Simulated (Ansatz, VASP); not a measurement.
# MoS2 in two plane-wave programs, part 3 of 3

Wanted: the spread between two codes on one cell, functional and k mesh.

VASP 6.6.1 and Ansatz 0.2.0.

So far. Step 7 (VASP: band structure, PBE): The run ends at a pressure of 1.59 GPa, with forces up to 0.068 eV/Å.

The database entry behind the starting cell differs from later determinations by our own check (about 0.3 % long), so it need not match the best structure at ambient conditions.

### Step 9. VASP: band structure, r2SCANh with an exact-exchange share of 0.1 (continued)

Level of this step: r2SCANh, no spin polarisation; plane waves and PAW (Mo_sv, S) (VASP).

Numbers of over 12 decimals in the logs are rounded to 6 here.

OUTCAR, selected parts (step 9):

```text
 POSITION                                       TOTAL-FORCE (eV/Angst)
 -----------------------------------------------------------------------------------
     -0.00000      1.82962      3.08100         0.000000     -0.000000      0.000000
      1.58450      0.91481      9.24300        -0.000000      0.000000      0.000000
     -0.00000      1.82962      7.67785         0.000000      0.000000      0.416164
      1.58450      0.91481      1.51585        -0.000000     -0.000000      0.416164
     -0.00000      1.82962     10.80815         0.000000      0.000000     -0.416164
      1.58450      0.91481      4.64615         0.000000     -0.000000     -0.416164
 -----------------------------------------------------------------------------------
    total drift:                                0.000000      0.000000      0.000010

  FREE ENERGIE OF THE ION-ELECTRON SYSTEM (eV)
  ---------------------------------------------------
  free  energy   TOTEN  =       -90.7051037496 eV

  energy  without entropy=      -90.7051037496  energy(sigma->0) =      -90.70510375

[... 1 part as in an earlier step ...]

[... 2 further parts left out ...]
[key lines of the parts left out:]
E-fermi :   7.2095
```

### Step 10. Ansatz: band structure, r2SCANh with an exact-exchange share of 0.1

The same cell, functional, mesh and smearing now go to Ansatz, which takes its cutoff from its data sets.

input.yaml

```yaml
crystal:
  lattice:
    - [3.169, 0.0, 0.0]
    - [-1.5845, 2.7444345046, 0.0]
    - [0.0, 0.0, 12.324]
  atoms:
    - { symbol: Mo, position: [0.3333333333, 0.6666666667, 0.25] }
    - { symbol: Mo, position: [0.6666666667, 0.3333333333, 0.75] }
    - { symbol: S, position: [0.3333333333, 0.6666666667, 0.623] }
    - { symbol: S, position: [0.6666666667, 0.3333333333, 0.123] }
    - { symbol: S, position: [0.3333333333, 0.6666666667, 0.877] }
    - { symbol: S, position: [0.6666666667, 0.3333333333, 0.377] }
hamiltonian:
  xc: r2scanh
  pseudopotentials: { kind: paw }
kpoints:
  mp_grid: { grid: [5, 5, 2] }
  band_path:
    path:
      - [0.0, 0.0, 0.0]
      - [0.4, 0.0, 0.0]
      - [0.4, 0.2, 0.0]
      - [0.2, 0.2, 0.0]
      - [0.0, 0.0, 0.1]
      - [0.0, 0.0, 0.5]
      - [0.4, 0.0, 0.5]
      - [0.4, 0.2, 0.5]
      - [0.2, 0.2, 0.5]
      - [0.5, 0.0, 0.4]
      - [0.33333, 0.33333, 0.0]
      - [0.33333, 0.33333, 0.5]
    npoints: 1
scf:
  occupations: { method: gaussian, width: 0.02 }
  n_extra_bands: 9
output:
  forces: true
  stress: true
  eigenvalues: true
  write_density: true
  write_potential: true
  elf: true
  volumetric_format: npy
```

Command:

```sh
> ansatz run input.yaml --threads 4 --pin off --max-ram 9216MiB --backend cpu --events-out ev --progress --plain --runs-dir out
```

The program printed:

```text
[...]
--- Band table (eV; the first three rows and the last of 10) ---
  k-point 0: bands = [... 22 lower, 8.1917, 9.1542, 9.2978, 10.5354, 13.3146, 13.3146, 13.3469, 13.3469, ... 5 higher]
  k-point 1: bands = [... 22 lower, 8.1658, 8.1658, 10.2303, 10.2303, 13.3194, 13.3194, 13.3194, 13.3194, ... 5 higher]
  k-point 2: bands = [... 22 lower, 8.1689, 9.0257, 9.1533, 9.4092, 12.4689, 12.8857, 13.1293, 13.1691, ... 5 higher]
  k-point 9: bands = [... 22 lower, 7.5797, 7.5797, 9.5252, 9.5252, 12.4827, 12.4827, 13.6420, 13.6420, ... 5 higher]
[key lines of the parts left out:]
Free energy (F): -13562.882440 eV
Fermi energy:    11.282421 eV
P = ⅓ Tr σ = -0.9478 GPa (-9.478 kbar)
```

Elapsed: 82 s, on 4 threads of Arm Neoverse V1, shared host; peak memory 1.9 GiB.

### Step 11. Differences

What differs besides the data sets and the points named for the pairs above, as far as they apply: exact exchange at q = 0 is treated differently, which shows on coarse meshes; VASP keeps PBE cores, Ansatz makes them for the functional; the cutoff is 500 eV in Ansatz and 400 eV in VASP; VASP takes a coarser grid for exact exchange (PRECFOCK = Fast). Total energies have different zeros and are not compared.

The two programs side by side:

```csv
quantity,Ansatz,VASP,difference
gap over the path points (eV),1.494,1.527,-0.032
```

Forces (eV/Å; atoms numbered as in POSCAR):

```csv
atom,"Ansatz x, y, z","VASP x, y, z"
Mo1,"0.000, 0.000, 0.000","0.000, 0.000, 0.000"
Mo2,"0.000, 0.000, 0.000","0.000, 0.000, 0.000"
S3,"0.000, 0.000, 0.415","0.000, 0.000, 0.416"
S4,"0.000, 0.000, 0.415","0.000, 0.000, 0.416"
S5,"0.000, 0.000, -0.415","0.000, 0.000, -0.416"
S6,"0.000, 0.000, -0.415","0.000, 0.000, -0.416"
```

Levels at points of the path, from each program's valence-band top (eV; 4 filled, then empty):

```csv
k (reciprocal lattice),Ansatz,VASP
0.000 0.000 0.000,-2.34 -1.38 -1.24 0.00 2.78 2.78 2.81,-2.33 -1.38 -1.22 0.00 2.82 2.82 2.85
0.400 0.000 0.000,-2.09 -1.92 -1.84 -1.56 2.13 2.23 2.32,-2.08 -1.90 -1.82 -1.54 2.17 2.28 2.34
0.400 0.200 0.000,-3.13 -2.66 -1.11 -0.92 1.90 1.99 2.90,-3.13 -2.65 -1.09 -0.91 1.95 2.04 2.92
0.200 0.200 0.000,-2.19 -2.12 -1.60 -1.60 1.50 2.40 2.48,-2.18 -2.12 -1.58 -1.57 1.53 2.44 2.52
0.000 0.000 0.100,-2.35 -1.60 -1.04 -0.01 2.78 2.78 2.81,-2.33 -1.59 -1.03 -0.01 2.81 2.83 2.84
0.000 0.000 0.500,-2.37 -2.37 -0.30 -0.30 2.78 2.78 2.78,-2.36 -2.36 -0.30 -0.30 2.82 2.82 2.82
0.400 0.000 0.500,-2.00 -2.00 -1.66 -1.66 2.18 2.18 2.55,-1.99 -1.99 -1.64 -1.64 2.22 2.22 2.57
0.400 0.200 0.500,-2.96 -2.96 -1.01 -1.01 1.95 1.95 3.11,-2.95 -2.95 -1.00 -1.00 2.00 2.00 3.13
0.200 0.200 0.500,-2.20 -2.20 -1.59 -1.59 1.88 1.88 2.56,-2.19 -2.19 -1.57 -1.57 1.91 1.91 2.59
0.500 0.000 0.400,-1.89 -1.82 -1.48 -1.44 2.22 2.24 2.74,-1.86 -1.79 -1.46 -1.42 2.25 2.27 2.77
```

The forces differ by 0.3 meV/Å r.m.s., which is 0.2 % of the r.m.s. force of 0.20 eV/Å (both taken over all components). Among the levels compared at these points, filled levels agree within 37 meV and empty ones within 51 meV.

### Step 12. Results

```
r.m.s. force difference (band structure, LDA)                                                        : 30 meV/Å
difference in gap over the path points (band structure, PBE)                                         : -0.014 eV
difference in gap over the path points (band structure, r2SCANh with an exact-exchange share of 0.1) : -0.032 eV
```

**Reading.** The r.m.s. force difference is 30 meV/Å (band structure, LDA), beyond the 12 meV/Å picked in this series as the mark of a large difference. Band structure, LDA, cores kept as stored: r.m.s. force difference goes from 30 to 22 meV/Å; the difference in pressure goes from -0.30 to -0.16 GPa. Band structure, LDA, norm-conserving potentials (cutoff 1088 eV): the difference in pressure goes from -0.30 to -0.21 GPa; the difference in gap over the path points goes from -0.011 to -0.0065 eV. How closely two codes agree says nothing of how well the functional describes the real material.

[Lines on the potential files, build, host, timing and source positions are cut from VASP's logs without a mark.]

[Logs are printed without paths, hosts, clocks, repeated set-up lines and the standing remarks that a program may print on its own settings, such as how far it seeks lower states.]

[Hosts, paths, dates, database ids (printed as entryN), source tags and the programs' standing remarks are cut or masked in the printed files.]
